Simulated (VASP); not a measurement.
Output of a VASP run:

OSZICAR:
```
       N       E                     dE             d eps       ncg     rms          rms(c)
DAV:   1     0.217196440871E+03    0.21720E+03   -0.89468E+03  2416   0.169E+03
DAV:   2     0.156324426459E+02   -0.20156E+03   -0.19239E+03  2968   0.341E+02
DAV:   3    -0.148690983767E+02   -0.30502E+02   -0.29186E+02  3816   0.148E+02
DAV:   4    -0.186590687310E+02   -0.37900E+01   -0.35627E+01  4664   0.470E+01
DAV:   5    -0.190972733909E+02   -0.43820E+00   -0.39304E+00  4148   0.137E+01    0.216E+01
DAV:   6    -0.245422608954E+02   -0.54450E+01   -0.23474E+02  3232   0.317E+02    0.191E+01
DAV:   7    -0.166220369076E+02    0.79202E+01   -0.63368E+01  2980   0.126E+02    0.624E+00
DAV:   8    -0.162549160391E+02    0.36712E+00   -0.41640E+00  3944   0.228E+01    0.497E+00
DAV:   9    -0.153735607686E+02    0.88136E+00   -0.30642E+00  3844   0.280E+01    0.928E-01
DAV:  10    -0.154925220276E+02   -0.11896E+00   -0.17418E+00  4736   0.140E+01    0.208E+00
DAV:  11    -0.154264002294E+02    0.66122E-01   -0.21139E-01  4344   0.620E+00    0.125E+00
DAV:  12    -0.154059190488E+02    0.20481E-01   -0.58338E-02  4764   0.283E+00    0.680E-01
DAV:  13    -0.153972379962E+02    0.86811E-02   -0.50951E-02  4260   0.370E+00    0.400E-02
DAV:  14    -0.153989561522E+02   -0.17182E-02   -0.12246E-02  4752   0.115E+00    0.231E-01
DAV:  15    -0.153979297227E+02    0.10264E-02   -0.29611E-03  4612   0.717E-01    0.880E-02
DAV:  16    -0.153977475534E+02    0.18217E-03   -0.13501E-03  4768   0.453E-01    0.217E-02
DAV:  17    -0.153977544458E+02   -0.68924E-05   -0.71857E-05  3308   0.676E-02    0.100E-02
DAV:  18    -0.153977564649E+02   -0.20191E-05   -0.11293E-05  4364   0.370E-02    0.756E-03
DAV:  19    -0.153977551596E+02    0.13053E-05   -0.16513E-06  1960   0.256E-02    0.442E-03
DAV:  20    -0.153977548534E+02    0.30618E-06   -0.47121E-06  3056   0.216E-02
   1 F= -.15397755E+02 E0= -.15389142E+02  d E =-.172252E-01
```

### OUTCAR
```
------------------------ aborting loop because EDIFF is reached ----------------------------------------
  FORCE on cell =-STRESS in cart. coord.  units (eV):
  Direction    XX          YY          ZZ          XY          YZ          ZX
  --------------------------------------------------------------------------------------
  Total       -2.5723905     -2.5723900     -2.2680623      0.0000000     -0.0000000      0.0000000
  in kB      -66.8270673    -66.8270535    -58.9210512      0.0000000     -0.0000000      0.0000000
  external PRESSURE =     -64.1917240 kB  Pullay stress =       0.0000000 kB
  volume of cell :       61.67
      direct lattice vectors                 reciprocal lattice vectors
     4.300290000  0.000000000  0.000000000     0.232542456  0.134258464  0.000000000
    -2.150145000  3.724160000  0.000000000     0.000000000  0.268516927  0.000000000
     0.000000000  0.000000000  3.850960000     0.000000000  0.000000000  0.259675509
 POSITION                                       TOTAL-FORCE (eV/Angst)
 -----------------------------------------------------------------------------------
      0.00000      0.00000      0.00000        -0.000000     -0.000000      0.000000
     -0.00000      2.48277      1.92548         0.000000     -0.000000      0.000000
      2.15015      1.24139      1.92548        -0.000000      0.000000      0.000000
 -----------------------------------------------------------------------------------
    total drift:                                0.000000      0.000000      0.000000
  FREE ENERGIE OF THE ION-ELECTRON SYSTEM (eV)
  ---------------------------------------------------
  free  energy   TOTEN  =       -15.3977548534 eV

  energy  without entropy=      -15.3805296457  energy(sigma->0) =      -15.38914225
```
(Selected blocks of OUTCAR.)

**POSCAR**
```
LaCu2
1
    4.3002900000     0.0000000000     0.0000000000
   -2.1501450000     3.7241600000     0.0000000000
    0.0000000000     0.0000000000     3.8509600000
La Cu
1 2
Direct
  0.0000000000   0.0000000000   0.0000000000
  0.3333330000   0.6666670000   0.5000000000
  0.6666670000   0.3333330000   0.5000000000
```

**Question.** Reconstruct the remaining input files.

**Answer.** One answer among several that fit: the input of the run itself, LDA (Ceperley-Alder, Perdew-Zunger), plane waves, VASP's LDA PAW potentials (set 64).

### KPOINTS
```
Automatic mesh
0
Gamma
9 9 9
0 0 0
```

INCAR:
```
SYSTEM  =  LaCu2
LASPH  =  .TRUE.
LREAL  =  .FALSE.   # projection in real space or not
LWAVE  =  .FALSE.
ALGO  =  Normal
NELM  =  100   # most electronic steps
ISMEAR  =  -1   # Fermi-Dirac
LCHARG  =  .FALSE.
EDIFF  =  1E-6
LMAXMIX  =  6
ISIF  =  2
ENCUT  =  300   # plane-wave cut-off (eV)
SIGMA  =  0.05
PREC  =  Accurate
```

POTCAR, in this order: La Cu (LDA.64 set). Program: vasp_std.

At this cut-off the stress carries a Pulay error, which pulls relaxed volumes low.

The structure comes from a computed database's LaCu2 entry (P6/mmm); how it stands against other phases isn't given here. The cell was not relaxed at this level. The electron count is odd and the run is not spin-polarised, which forces a metal.
